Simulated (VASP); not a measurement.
Consider the following.

```
Mg2Ge
1.0
    0.00000     3.19500     3.19500
    3.19500     0.00000     3.19500
    3.19500     3.19500     0.00000
Mg Ge
2 1
Direct
  0.25000   0.25000   0.25000
  0.75000   0.75000   0.75000
  0.00000   0.00000   0.00000
```

All values below come from LDA (Ceperley-Alder, Perdew-Zunger), VASP's LDA PAW potentials (set 64) (plane waves; VASP). Run with 300 eV cut-off, 5×5×5 Γ-centred mesh, Fermi-Dirac smearing of 0.050 eV, potentials Mg Ge_d.

At this cut-off the stress carries a Pulay error, which pulls relaxed volumes low.

Predict the energy per atom (σ→0), pressure.

| Item | Value |
|---|---|
| energy per atom (σ→0) | -3.263 eV/atom |
| pressure | -3.54 GPa |

Only differences to runs with the same potentials and settings are physical.

The structure is a typed Mg2Ge crystal. The cell was not relaxed at this level.
